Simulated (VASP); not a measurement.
# Zn4Te3O: relaxation of cell and atoms with PBE

Crystal: Zn4Te3O.

```xyz
8
Lattice="4.0172 0.0000 0.0000 -2.0086 3.4790 0.0000 0.0000 0.0000 10.9795" Properties=species:S:1:pos:R:3 pbc="T T T"
Zn    0.0000    0.0000    1.3925
Zn    0.0000    0.0000    6.8721
Zn    0.0000    0.0000    4.1074
Zn    0.0000    0.0000    9.5871
Te    2.0086    1.1597    5.4898
Te    0.0000    2.3193    2.6719
Te    0.0000    2.3193    8.3076
O     2.0086    1.1597    0.0000
```

The cell was built by a generator and needn't be a form met in nature.

```
Program                : VASP 6.6.1
Task                   : relaxation of cell and atoms
Functional             : PBE
Potentials or basis    : VASP PAW PBE potentials, release 64 (Zn, Te, O)
Cutoff                 : 520 eV
k mesh                 : 4 × 4 × 2
Occupations            : gaussian, width 0.15 eV
Spin                   : no spin polarisation
Further INCAR settings : PREC = Normal; ALGO = Fast; EDIFF = 0.0001; IBRION = 2; EDIFFG = -0.08; NSW = 24; ISIF = 3
```

* Relaxed volume: 20.55 Å³/atom
* Relaxed cell: a = 3.764 Å, b = 3.764 Å, c = 13.394 Å, α = 90.00°, β = 90.00°, γ = 120.00°
* Space group after relaxing (to 0.05 Å): P-6m2 (No. 187)
* Energy gained by relaxing: 210.5 meV/atom
* Ionic steps: 15
* Pressure after relaxing: 0.0 GPa
* Largest force after relaxing: 0.067 eV/Å
* Band gap on the k mesh: none (metal or under the smearing width)

Forces in eV/Å, atoms in the order of the input:
```
Zn   0.000  0.000  0.041
Zn   0.000  0.000  0.050
Zn   0.000  0.000 -0.050
Zn   0.000  0.000 -0.041
Te   0.000  0.000  0.000
Te   0.000  0.000  0.067
Te   0.000  0.000 -0.067
O    0.000  0.000  0.000
```

Stress tensor (GPa, compression positive):
```
-0.03  0.00  0.00
 0.00 -0.03  0.00
 0.00  0.00  0.16
```

The path:
```tsv
step	energy change (eV)	largest force (eV/Å)	pressure (GPa)	volume (Å³)
1	0.0000	1.9285	10.36	153.44
2	-0.8471	0.7540	-2.72	182.64
3	-0.8754	0.9029	-1.25	177.63
4	-1.0575	0.7524	-0.99	175.79
5	-1.4402	0.2985	-0.23	169.96
6	-0.9339	4.2395	5.68	157.07
7	-1.5034	0.3755	0.51	167.68
8	-1.5107	0.5673	0.53	166.70
9	-1.6333	0.1880	-0.43	167.81
10	-1.6387	0.3995	-0.82	168.08
11	-1.6394	0.3476	-0.76	168.01
12	-1.6712	0.2773	0.22	163.89
13	-1.6715	0.2910	0.15	164.20
14	-1.6828	0.1675	-0.15	164.43
15	-1.6838	0.0669	0.03	164.38
```

Final structure:
```yaml
crystal:
  lattice:
    - [3.76449, 0.00000, 0.00000]
    - [-1.88225, 3.26015, 0.00000]
    - [0.00000, 0.00000, 13.39353]
  atoms:
    - { symbol: Zn, position: [0.00000, 0.00000, 0.09117] }
    - { symbol: Zn, position: [0.00000, 0.00000, 0.63724] }
    - { symbol: Zn, position: [0.00000, 0.00000, 0.36276] }
    - { symbol: Zn, position: [0.00000, 0.00000, 0.90883] }
    - { symbol: Te, position: [0.66667, 0.33333, 0.50000] }
    - { symbol: Te, position: [0.33333, 0.66667, 0.22567] }
    - { symbol: Te, position: [0.33333, 0.66667, 0.77433] }
    - { symbol: O, position: [0.66667, 0.33333, 0.00000] }
```

Levels at points of the mesh, in eV from the Fermi level:
```csv
k point,band 33,band 34,band 35,band 36,band 37,band 38,band 39,band 40
"(0.00, 0.00, 0.00)",0.22,0.43,0.43,0.48,0.48,2.21,3.02,4.05
"(0.50, 0.00, 0.00)",-2.16,-1.67,-1.16,-0.40,-0.31,0.41,1.50,1.84
"(0.00, 0.00, 0.50)",0.23,0.40,0.40,0.50,0.50,1.28,3.73,3.96
"(0.50, 0.00, 0.50)",-2.10,-1.77,-0.94,-0.54,-0.12,0.14,1.08,2.18
```

Wall time 4.5 min on 1 thread of AMD EPYC 7R13 Processor (Zen 3) (shared host), peak memory 0.19 GiB.

Caveat: the k mesh is coarse (spacing up to 0.45 Å⁻¹), so the values aren't converged; the relaxation stopped at a loose force limit of 0.08 eV/Å, so its end isn't a converged minimum. Spin-orbit coupling is left out, which matters for the levels of Te.
